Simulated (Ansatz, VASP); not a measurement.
## Cross-check of GaSb between VASP and Ansatz

One calculation is typed for both programs; each brings its own data sets. How far apart do they land? The cell is taken from a series of runs on this material, whose earlier steps may have relaxed, scaled, displaced or heated it; both programs get it as it stands.

Program: Ansatz 0.2.0. Level of theory: plane waves, with VASP 6.6.1 beside it; zone-centre phonons at PBEsol. Results are calculated unless marked as measured.

## Step 1: Starting point

It takes space group F-43m (No. 216, cubic). Conventional cell: a = 5.944 Å, b = 5.944 Å, c = 5.944 Å, α = 90.00°, β = 90.00°, γ = 90.00°. Nearest to Ga lie 4 Sb at 2.57 Å. Nearest to Sb lie 4 Ga at 2.57 Å. Farther neighbours are not listed.

## Step 2: VASP: zone-centre phonons, PBEsol

Second derivatives magnify differences that forces hide, and they need a tight electronic threshold.

Lines of VASP's logs that name or quote its potential files are left out, and so is its time.

INCAR

```
SYSTEM = GaSb
PREC = Accurate
ENCUT = 500
EDIFF = 1E-08
NELM = 120
ISMEAR = 0
SIGMA = 0.015
LREAL = .FALSE.
ALGO = Normal
GGA = PS
NBANDS = 15
LORBIT = 11
LWAVE = .FALSE.
LCHARG = .FALSE.
ISIF = 2
ISYM = 2
IBRION = 8
LASPH = .TRUE.
GGA_COMPAT = .FALSE.
EFERMI = MIDGAP
KPAR = 2
```

POSCAR

```
GaSb
1.0
   -0.0004435705      2.9718063004      2.9718063004
    2.9718063004     -0.0004435705      2.9718063004
    2.9718063004      2.9718063004     -0.0004435705
Ga Sb
1 1
Direct
    0.0000251196      0.0000251196      0.0000251196
    0.7499748804      0.7499748804      0.7499748804
```

KPOINTS

```
Points of the shifted mesh
1728
Reciprocal
 0.0416666667  0.0416666667  0.0416666667 1
 0.0416666667  0.0416666667  0.1250000000 1
 0.0416666667  0.0416666667  0.2083333333 1
 0.0416666667  0.0416666667  0.2916666667 1
 0.0416666667  0.0416666667  0.3750000000 1
 0.0416666667  0.0416666667  0.4583333333 1
 0.0416666667  0.0416666667  0.5416666667 1
 0.0416666667  0.0416666667  0.6250000000 1
 0.0416666667  0.0416666667  0.7083333333 1
 0.0416666667  0.0416666667  0.7916666667 1
 0.0416666667  0.0416666667  0.8750000000 1
 0.0416666667  0.0416666667  0.9583333333 1
 0.0416666667  0.1250000000  0.0416666667 1
 0.0416666667  0.1250000000  0.1250000000 1
 0.0416666667  0.1250000000  0.2083333333 1
 0.0416666667  0.1250000000  0.2916666667 1
 0.0416666667  0.1250000000  0.3750000000 1
 0.0416666667  0.1250000000  0.4583333333 1
 0.0416666667  0.1250000000  0.5416666667 1
 0.0416666667  0.1250000000  0.6250000000 1
 0.0416666667  0.1250000000  0.7083333333 1
 0.0416666667  0.1250000000  0.7916666667 1
 0.0416666667  0.1250000000  0.8750000000 1
 0.0416666667  0.1250000000  0.9583333333 1
 0.0416666667  0.2083333333  0.0416666667 1
 0.0416666667  0.2083333333  0.1250000000 1
 0.0416666667  0.2083333333  0.2083333333 1
 0.0416666667  0.2083333333  0.2916666667 1
 0.0416666667  0.2083333333  0.3750000000 1
 0.0416666667  0.2083333333  0.4583333333 1
 0.0416666667  0.2083333333  0.5416666667 1
 0.0416666667  0.2083333333  0.6250000000 1
 0.0416666667  0.2083333333  0.7083333333 1
 0.0416666667  0.2083333333  0.7916666667 1
 0.0416666667  0.2083333333  0.8750000000 1
 0.0416666667  0.2083333333  0.9583333333 1
 0.0416666667  0.2916666667  0.0416666667 1
 0.0416666667  0.2916666667  0.1250000000 1
 0.0416666667  0.2916666667  0.2083333333 1
 0.0416666667  0.2916666667  0.2916666667 1
 0.0416666667  0.2916666667  0.3750000000 1
 0.0416666667  0.2916666667  0.4583333333 1
 0.0416666667  0.2916666667  0.5416666667 1
 0.0416666667  0.2916666667  0.6250000000 1
 0.0416666667  0.2916666667  0.7083333333 1
 0.0416666667  0.2916666667  0.7916666667 1
 0.0416666667  0.2916666667  0.8750000000 1
 0.0416666667  0.2916666667  0.9583333333 1
 0.0416666667  0.3750000000  0.0416666667 1
 0.0416666667  0.3750000000  0.1250000000 1
 0.0416666667  0.3750000000  0.2083333333 1
 0.0416666667  0.3750000000  0.2916666667 1
 0.0416666667  0.3750000000  0.3750000000 1
 0.0416666667  0.3750000000  0.4583333333 1
 0.0416666667  0.3750000000  0.5416666667 1
 0.0416666667  0.3750000000  0.6250000000 1
 0.0416666667  0.3750000000  0.7083333333 1
 0.0416666667  0.3750000000  0.7916666667 1
 0.0416666667  0.3750000000  0.8750000000 1
 0.0416666667  0.3750000000  0.9583333333 1
 0.0416666667  0.4583333333  0.0416666667 1
 0.0416666667  0.4583333333  0.1250000000 1
 0.0416666667  0.4583333333  0.2083333333 1
 0.0416666667  0.4583333333  0.2916666667 1
 0.0416666667  0.4583333333  0.3750000000 1
 0.0416666667  0.4583333333  0.4583333333 1
 0.0416666667  0.4583333333  0.5416666667 1
 0.0416666667  0.4583333333  0.6250000000 1
 0.0416666667  0.4583333333  0.7083333333 1
 0.0416666667  0.4583333333  0.7916666667 1
 0.0416666667  0.4583333333  0.8750000000 1
 0.0416666667  0.4583333333  0.9583333333 1
 0.0416666667  0.5416666667  0.0416666667 1
 0.0416666667  0.5416666667  0.1250000000 1
 0.0416666667  0.5416666667  0.2083333333 1
 0.0416666667  0.5416666667  0.2916666667 1
 0.0416666667  0.5416666667  0.3750000000 1
 0.0416666667  0.5416666667  0.4583333333 1
 0.0416666667  0.5416666667  0.5416666667 1
 0.0416666667  0.5416666667  0.6250000000 1
 0.0416666667  0.5416666667  0.7083333333 1
 0.0416666667  0.5416666667  0.7916666667 1
 0.0416666667  0.5416666667  0.8750000000 1
 0.0416666667  0.5416666667  0.9583333333 1
 0.0416666667  0.6250000000  0.0416666667 1
 0.0416666667  0.6250000000  0.1250000000 1
 0.0416666667  0.6250000000  0.2083333333 1
 0.0416666667  0.6250000000  0.2916666667 1
 0.0416666667  0.6250000000  0.3750000000 1
 0.0416666667  0.6250000000  0.4583333333 1
 0.0416666667  0.6250000000  0.5416666667 1
 0.0416666667  0.6250000000  0.6250000000 1
 0.0416666667  0.6250000000  0.7083333333 1
 0.0416666667  0.6250000000  0.7916666667 1
 0.0416666667  0.6250000000  0.8750000000 1
 0.0416666667  0.6250000000  0.9583333333 1
 0.0416666667  0.7083333333  0.0416666667 1
 0.0416666667  0.7083333333  0.1250000000 1
 0.0416666667  0.7083333333  0.2083333333 1
 0.0416666667  0.7083333333  0.2916666667 1
 0.0416666667  0.7083333333  0.3750000000 1
 0.0416666667  0.7083333333  0.4583333333 1
 0.0416666667  0.7083333333  0.5416666667 1
 0.0416666667  0.7083333333  0.6250000000 1
 0.0416666667  0.7083333333  0.7083333333 1
 0.0416666667  0.7083333333  0.7916666667 1
 0.0416666667  0.7083333333  0.8750000000 1
 0.0416666667  0.7083333333  0.9583333333 1
 0.0416666667  0.7916666667  0.0416666667 1
 0.0416666667  0.7916666667  0.1250000000 1
 0.0416666667  0.7916666667  0.2083333333 1
 0.0416666667  0.7916666667  0.2916666667 1
[... 1390 lines left out ...]
 0.8750000000  0.4583333333  0.1250000000 1
 0.8750000000  0.4583333333  0.2083333333 1
 0.8750000000  0.4583333333  0.2916666667 1
 0.8750000000  0.4583333333  0.3750000000 1
 0.8750000000  0.4583333333  0.4583333333 1
 0.8750000000  0.4583333333  0.5416666667 1
 0.8750000000  0.4583333333  0.6250000000 1
 0.8750000000  0.4583333333  0.7083333333 1
 0.8750000000  0.4583333333  0.7916666667 1
 0.8750000000  0.4583333333  0.8750000000 1
 0.8750000000  0.4583333333  0.9583333333 1
 0.8750000000  0.5416666667  0.0416666667 1
 0.8750000000  0.5416666667  0.1250000000 1
 0.8750000000  0.5416666667  0.2083333333 1
 0.8750000000  0.5416666667  0.2916666667 1
 0.8750000000  0.5416666667  0.3750000000 1
 0.8750000000  0.5416666667  0.4583333333 1
 0.8750000000  0.5416666667  0.5416666667 1
 0.8750000000  0.5416666667  0.6250000000 1
 0.8750000000  0.5416666667  0.7083333333 1
 0.8750000000  0.5416666667  0.7916666667 1
 0.8750000000  0.5416666667  0.8750000000 1
 0.8750000000  0.5416666667  0.9583333333 1
 0.8750000000  0.6250000000  0.0416666667 1
 0.8750000000  0.6250000000  0.1250000000 1
 0.8750000000  0.6250000000  0.2083333333 1
 0.8750000000  0.6250000000  0.2916666667 1
 0.8750000000  0.6250000000  0.3750000000 1
 0.8750000000  0.6250000000  0.4583333333 1
 0.8750000000  0.6250000000  0.5416666667 1
 0.8750000000  0.6250000000  0.6250000000 1
 0.8750000000  0.6250000000  0.7083333333 1
 0.8750000000  0.6250000000  0.7916666667 1
 0.8750000000  0.6250000000  0.8750000000 1
 0.8750000000  0.6250000000  0.9583333333 1
 0.8750000000  0.7083333333  0.0416666667 1
 0.8750000000  0.7083333333  0.1250000000 1
 0.8750000000  0.7083333333  0.2083333333 1
 0.8750000000  0.7083333333  0.2916666667 1
 0.8750000000  0.7083333333  0.3750000000 1
 0.8750000000  0.7083333333  0.4583333333 1
 0.8750000000  0.7083333333  0.5416666667 1
 0.8750000000  0.7083333333  0.6250000000 1
 0.8750000000  0.7083333333  0.7083333333 1
 0.8750000000  0.7083333333  0.7916666667 1
 0.8750000000  0.7083333333  0.8750000000 1
 0.8750000000  0.7083333333  0.9583333333 1
 0.8750000000  0.7916666667  0.0416666667 1
 0.8750000000  0.7916666667  0.1250000000 1
 0.8750000000  0.7916666667  0.2083333333 1
 0.8750000000  0.7916666667  0.2916666667 1
 0.8750000000  0.7916666667  0.3750000000 1
 0.8750000000  0.7916666667  0.4583333333 1
 0.8750000000  0.7916666667  0.5416666667 1
 0.8750000000  0.7916666667  0.6250000000 1
 0.8750000000  0.7916666667  0.7083333333 1
 0.8750000000  0.7916666667  0.7916666667 1
 0.8750000000  0.7916666667  0.8750000000 1
 0.8750000000  0.7916666667  0.9583333333 1
 0.8750000000  0.8750000000  0.0416666667 1
 0.8750000000  0.8750000000  0.1250000000 1
 0.8750000000  0.8750000000  0.2083333333 1
 0.8750000000  0.8750000000  0.2916666667 1
 0.8750000000  0.8750000000  0.3750000000 1
 0.8750000000  0.8750000000  0.4583333333 1
 0.8750000000  0.8750000000  0.5416666667 1
 0.8750000000  0.8750000000  0.6250000000 1
 0.8750000000  0.8750000000  0.7083333333 1
 0.8750000000  0.8750000000  0.7916666667 1
 0.8750000000  0.8750000000  0.8750000000 1
 0.8750000000  0.8750000000  0.9583333333 1
 0.8750000000  0.9583333333  0.0416666667 1
 0.8750000000  0.9583333333  0.1250000000 1
 0.8750000000  0.9583333333  0.2083333333 1
 0.8750000000  0.9583333333  0.2916666667 1
 0.8750000000  0.9583333333  0.3750000000 1
 0.8750000000  0.9583333333  0.4583333333 1
 0.8750000000  0.9583333333  0.5416666667 1
 0.8750000000  0.9583333333  0.6250000000 1
 0.8750000000  0.9583333333  0.7083333333 1
 0.8750000000  0.9583333333  0.7916666667 1
 0.8750000000  0.9583333333  0.8750000000 1
 0.8750000000  0.9583333333  0.9583333333 1
 0.9583333333  0.0416666667  0.0416666667 1
 0.9583333333  0.0416666667  0.1250000000 1
 0.9583333333  0.0416666667  0.2083333333 1
 0.9583333333  0.0416666667  0.2916666667 1
 0.9583333333  0.0416666667  0.3750000000 1
 0.9583333333  0.0416666667  0.4583333333 1
 0.9583333333  0.0416666667  0.5416666667 1
 0.9583333333  0.0416666667  0.6250000000 1
 0.9583333333  0.0416666667  0.7083333333 1
 0.9583333333  0.0416666667  0.7916666667 1
 0.9583333333  0.0416666667  0.8750000000 1
 0.9583333333  0.0416666667  0.9583333333 1
 0.9583333333  0.1250000000  0.0416666667 1
 0.9583333333  0.1250000000  0.1250000000 1
 0.9583333333  0.1250000000  0.2083333333 1
 0.9583333333  0.1250000000  0.2916666667 1
 0.9583333333  0.1250000000  0.3750000000 1
 0.9583333333  0.1250000000  0.4583333333 1
 0.9583333333  0.1250000000  0.5416666667 1
 0.9583333333  0.1250000000  0.6250000000 1
 0.9583333333  0.1250000000  0.7083333333 1
 0.9583333333  0.1250000000  0.7916666667 1
 0.9583333333  0.1250000000  0.8750000000 1
 0.9583333333  0.1250000000  0.9583333333 1
 0.9583333333  0.2083333333  0.0416666667 1
 0.9583333333  0.2083333333  0.1250000000 1
 0.9583333333  0.2083333333  0.2083333333 1
 0.9583333333  0.2083333333  0.2916666667 1
 0.9583333333  0.2083333333  0.3750000000 1
 0.9583333333  0.2083333333  0.4583333333 1
 0.9583333333  0.2083333333  0.5416666667 1
 0.9583333333  0.2083333333  0.6250000000 1
 0.9583333333  0.2083333333  0.7083333333 1
 0.9583333333  0.2083333333  0.7916666667 1
 0.9583333333  0.2083333333  0.8750000000 1
 0.9583333333  0.2083333333  0.9583333333 1
 0.9583333333  0.2916666667  0.0416666667 1
 0.9583333333  0.2916666667  0.1250000000 1
 0.9583333333  0.2916666667  0.2083333333 1
 0.9583333333  0.2916666667  0.2916666667 1
 0.9583333333  0.2916666667  0.3750000000 1
 0.9583333333  0.2916666667  0.4583333333 1
 0.9583333333  0.2916666667  0.5416666667 1
 0.9583333333  0.2916666667  0.6250000000 1
 0.9583333333  0.2916666667  0.7083333333 1
 0.9583333333  0.2916666667  0.7916666667 1
 0.9583333333  0.2916666667  0.8750000000 1
 0.9583333333  0.2916666667  0.9583333333 1
 0.9583333333  0.3750000000  0.0416666667 1
 0.9583333333  0.3750000000  0.1250000000 1
 0.9583333333  0.3750000000  0.2083333333 1
 0.9583333333  0.3750000000  0.2916666667 1
 0.9583333333  0.3750000000  0.3750000000 1
 0.9583333333  0.3750000000  0.4583333333 1
 0.9583333333  0.3750000000  0.5416666667 1
 0.9583333333  0.3750000000  0.6250000000 1
 0.9583333333  0.3750000000  0.7083333333 1
 0.9583333333  0.3750000000  0.7916666667 1
 0.9583333333  0.3750000000  0.8750000000 1
 0.9583333333  0.3750000000  0.9583333333 1
 0.9583333333  0.4583333333  0.0416666667 1
 0.9583333333  0.4583333333  0.1250000000 1
 0.9583333333  0.4583333333  0.2083333333 1
 0.9583333333  0.4583333333  0.2916666667 1
 0.9583333333  0.4583333333  0.3750000000 1
 0.9583333333  0.4583333333  0.4583333333 1
 0.9583333333  0.4583333333  0.5416666667 1
 0.9583333333  0.4583333333  0.6250000000 1
 0.9583333333  0.4583333333  0.7083333333 1
 0.9583333333  0.4583333333  0.7916666667 1
 0.9583333333  0.4583333333  0.8750000000 1
 0.9583333333  0.4583333333  0.9583333333 1
 0.9583333333  0.5416666667  0.0416666667 1
 0.9583333333  0.5416666667  0.1250000000 1
 0.9583333333  0.5416666667  0.2083333333 1
 0.9583333333  0.5416666667  0.2916666667 1
 0.9583333333  0.5416666667  0.3750000000 1
 0.9583333333  0.5416666667  0.4583333333 1
 0.9583333333  0.5416666667  0.5416666667 1
 0.9583333333  0.5416666667  0.6250000000 1
 0.9583333333  0.5416666667  0.7083333333 1
 0.9583333333  0.5416666667  0.7916666667 1
 0.9583333333  0.5416666667  0.8750000000 1
 0.9583333333  0.5416666667  0.9583333333 1
 0.9583333333  0.6250000000  0.0416666667 1
 0.9583333333  0.6250000000  0.1250000000 1
 0.9583333333  0.6250000000  0.2083333333 1
 0.9583333333  0.6250000000  0.2916666667 1
 0.9583333333  0.6250000000  0.3750000000 1
 0.9583333333  0.6250000000  0.4583333333 1
 0.9583333333  0.6250000000  0.5416666667 1
 0.9583333333  0.6250000000  0.6250000000 1
 0.9583333333  0.6250000000  0.7083333333 1
 0.9583333333  0.6250000000  0.7916666667 1
 0.9583333333  0.6250000000  0.8750000000 1
 0.9583333333  0.6250000000  0.9583333333 1
 0.9583333333  0.7083333333  0.0416666667 1
 0.9583333333  0.7083333333  0.1250000000 1
 0.9583333333  0.7083333333  0.2083333333 1
 0.9583333333  0.7083333333  0.2916666667 1
 0.9583333333  0.7083333333  0.3750000000 1
 0.9583333333  0.7083333333  0.4583333333 1
 0.9583333333  0.7083333333  0.5416666667 1
 0.9583333333  0.7083333333  0.6250000000 1
 0.9583333333  0.7083333333  0.7083333333 1
 0.9583333333  0.7083333333  0.7916666667 1
 0.9583333333  0.7083333333  0.8750000000 1
 0.9583333333  0.7083333333  0.9583333333 1
 0.9583333333  0.7916666667  0.0416666667 1
 0.9583333333  0.7916666667  0.1250000000 1
 0.9583333333  0.7916666667  0.2083333333 1
 0.9583333333  0.7916666667  0.2916666667 1
 0.9583333333  0.7916666667  0.3750000000 1
 0.9583333333  0.7916666667  0.4583333333 1
 0.9583333333  0.7916666667  0.5416666667 1
 0.9583333333  0.7916666667  0.6250000000 1
 0.9583333333  0.7916666667  0.7083333333 1
 0.9583333333  0.7916666667  0.7916666667 1
 0.9583333333  0.7916666667  0.8750000000 1
 0.9583333333  0.7916666667  0.9583333333 1
 0.9583333333  0.8750000000  0.0416666667 1
 0.9583333333  0.8750000000  0.1250000000 1
 0.9583333333  0.8750000000  0.2083333333 1
 0.9583333333  0.8750000000  0.2916666667 1
 0.9583333333  0.8750000000  0.3750000000 1
 0.9583333333  0.8750000000  0.4583333333 1
 0.9583333333  0.8750000000  0.5416666667 1
 0.9583333333  0.8750000000  0.6250000000 1
 0.9583333333  0.8750000000  0.7083333333 1
 0.9583333333  0.8750000000  0.7916666667 1
 0.9583333333  0.8750000000  0.8750000000 1
 0.9583333333  0.8750000000  0.9583333333 1
 0.9583333333  0.9583333333  0.0416666667 1
 0.9583333333  0.9583333333  0.1250000000 1
 0.9583333333  0.9583333333  0.2083333333 1
 0.9583333333  0.9583333333  0.2916666667 1
 0.9583333333  0.9583333333  0.3750000000 1
 0.9583333333  0.9583333333  0.4583333333 1
 0.9583333333  0.9583333333  0.5416666667 1
 0.9583333333  0.9583333333  0.6250000000 1
 0.9583333333  0.9583333333  0.7083333333 1
 0.9583333333  0.9583333333  0.7916666667 1
 0.9583333333  0.9583333333  0.8750000000 1
 0.9583333333  0.9583333333  0.9583333333 1
```

The projector-augmented-wave data sets are Ga_d and Sb (PBE family, release 64).

On the command line:

```
$ mpirun -np 2 vasp_std
```

Numbers of over 12 decimals in the logs are rounded to 6 here.

Log:

```text
[banner, memory and clock lines left out]
running    2 mpi-ranks, on    1 nodes
 distrk:  each k-point on    1 cores,    2 groups
 distr:  one band on    1 cores,    1 groups

 POSCAR found type information on POSCAR GaSb
 POSCAR found :  2 types and       2 ions
|                                                                             |
|               ----> ADVICE to this user running VASP <----                  |
|                                                                             |
|     You enforced a specific xc type in the INCAR file but a different       |
|     [... a line on the potential file left out ...]
|     I HOPE YOU KNOW WHAT YOU ARE DOING!                                     |
|                                                                             |

 LDA part: xc-table for (Slater+PW92), standard interpolation
 POSCAR, INCAR and KPOINTS ok, starting setup
 FFT: planning ... GRIDC
 FFT: planning ... GRID_SOFT
 FFT: planning ... GRID
 WAVECAR not read
 entering main loop
       N       E                     dE             d eps       ncg     rms          rms(c)
DAV:   1     0.800181575255E+02    0.80018E+02   -0.85619E+03 52791   0.149E+03
DAV:   2    -0.213665928184E+01   -0.82155E+02   -0.79168E+02 60128   0.302E+02
DAV:   3    -0.809844859005E+01   -0.59618E+01   -0.59421E+01 61794   0.670E+01
DAV:   4    -0.820176806530E+01   -0.10332E+00   -0.10330E+00 64220   0.987E+00
DAV:   5    -0.820422601835E+01   -0.24580E-02   -0.24579E-02 66475   0.134E+00    0.350E+00
DAV:   6    -0.811578826878E+01    0.88438E-01   -0.90670E-02 68029   0.562E+00    0.207E+00
DAV:   7    -0.808330321198E+01    0.32485E-01   -0.56320E-02 63593   0.223E+00    0.385E-01
DAV:   8    -0.808346340217E+01   -0.16019E-03   -0.53595E-03 66832   0.956E-01    0.133E-01
DAV:   9    -0.808372009862E+01   -0.25670E-03   -0.47692E-04 59013   0.173E-01    0.478E-02
DAV:  10    -0.808370544501E+01    0.14654E-04   -0.21455E-05 67299   0.414E-02    0.131E-02
DAV:  11    -0.808371322393E+01   -0.77789E-05   -0.11357E-05 60296   0.237E-02    0.456E-03
DAV:  12    -0.808371324766E+01   -0.23731E-07   -0.34868E-07 68846   0.504E-03    0.143E-03
DAV:  13    -0.808371318586E+01    0.61801E-07   -0.49404E-08 61344   0.163E-03    0.632E-04
DAV:  14    -0.808371321528E+01   -0.29414E-07   -0.25068E-09 51260   0.702E-04    0.225E-04
DAV:  15    -0.808371323367E+01   -0.18388E-07   -0.86619E-10 36294   0.304E-04    0.745E-05
DAV:  16    -0.808371323157E+01    0.20982E-08   -0.13528E-10 31576   0.113E-04
   1 F= -.80837132E+01 E0= -.80837132E+01  d E =-.318379-170
 Linear response reoptimize wavefunctions to high precision
DAV:   1    -0.808371322943E+01    0.21346E-08   -0.48591E-11 35300   0.947E-05
DAV:   2    -0.808371322943E+01   -0.90949E-12   -0.13113E-11 29994   0.351E-05
 Linear response DOF=           2
 Linear response progress:
  Degree of freedom:   1/  2
       N       E                     dE             d eps       ncg     rms          rms(c)
RMM:   1    -0.166302992536E+00   -0.16630E+00    0.84632E-02 64794   0.831E+00
RMM:   2    -0.164743717319E+00    0.15593E-02   -0.27156E-02 98901   0.139E+00    0.420E-02
RMM:   3    -0.164966834393E+00   -0.22312E-03   -0.36110E-03102895   0.431E-01    0.298E-02
RMM:   4    -0.164881779522E+00    0.85055E-04   -0.16615E-03111028   0.199E-01    0.135E-02
RMM:   5    -0.164880950376E+00    0.82915E-06   -0.68487E-05108473   0.511E-02    0.515E-03
RMM:   6    -0.164894271563E+00   -0.13321E-04   -0.54714E-06107981   0.199E-02    0.439E-04
RMM:   7    -0.164889729028E+00    0.45425E-05   -0.55480E-06106476   0.858E-03    0.527E-04
RMM:   8    -0.164890125212E+00   -0.39618E-06   -0.17913E-06104583   0.389E-03    0.176E-04
RMM:   9    -0.164891230053E+00   -0.11048E-05    0.57578E-07106808   0.181E-03    0.700E-05
RMM:  10    -0.164892150575E+00   -0.92052E-06    0.57768E-08108297   0.897E-04    0.289E-05
RMM:  11    -0.164892234578E+00   -0.84004E-07   -0.55013E-08107932   0.423E-04    0.662E-06
RMM:  12    -0.164892107970E+00    0.12661E-06   -0.10569E-08103728   0.212E-04    0.129E-05
RMM:  13    -0.164892213030E+00   -0.10506E-06   -0.34244E-09108329   0.110E-04    0.114E-06
RMM:  14    -0.164892205403E+00    0.76278E-08    0.13096E-08105585   0.569E-05    0.205E-06
 first order change of Fermi-energy  -0.56464E+00
 force on displaced ion       1 direction 1 :  -9.854   0.001   0.001
 Linear response progress:
  Degree of freedom:   2/  2
       N       E                     dE             d eps       ncg     rms          rms(c)
RMM:   1    -0.287088811558E-01   -0.28709E-01   -0.18448E-03105461   0.148E+00
RMM:   2    -0.255341146833E-01    0.31748E-02   -0.41126E-03 94700   0.434E-01    0.706E-02
RMM:   3    -0.254918215301E-01    0.42293E-04   -0.24350E-04104029   0.115E-01    0.378E-02
RMM:   4    -0.255587114591E-01   -0.66890E-04   -0.43961E-05105370   0.480E-02    0.470E-03
RMM:   5    -0.255710509517E-01   -0.12339E-04   -0.64345E-06108799   0.167E-02    0.289E-03
RMM:   6    -0.255631943485E-01    0.78566E-05   -0.12439E-06105672   0.607E-03    0.890E-04
RMM:   7    -0.255622138438E-01    0.98050E-06   -0.10604E-07108296   0.179E-03    0.266E-04
RMM:   8    -0.255617093211E-01    0.50452E-06   -0.21140E-08104198   0.616E-04    0.881E-05
RMM:   9    -0.255615961242E-01    0.11320E-06   -0.38656E-09104864   0.226E-04    0.251E-05
RMM:  10    -0.255615676411E-01    0.28483E-07   -0.14238E-09103934   0.913E-05    0.328E-06
RMM:  11    -0.255615675388E-01    0.10232E-09   -0.38622E-10108868   0.336E-05    0.380E-06
 first order change of Fermi-energy   0.56464E+00
 force on displaced ion       2 direction 1 :  -9.828   0.001   0.001
 Linear response finished
```

[end of part 1 of 2]

[Lines on the potential files, build, host, timing and source positions are cut from VASP's logs without a mark.]

[Logs are printed without paths, hosts, clocks, repeated set-up lines and the standing remarks that a program may print on its own settings, such as how far it seeks lower states.]

[Hosts, paths, dates, database ids (printed as entryN), source tags and the programs' standing remarks are cut or masked in the printed files.]
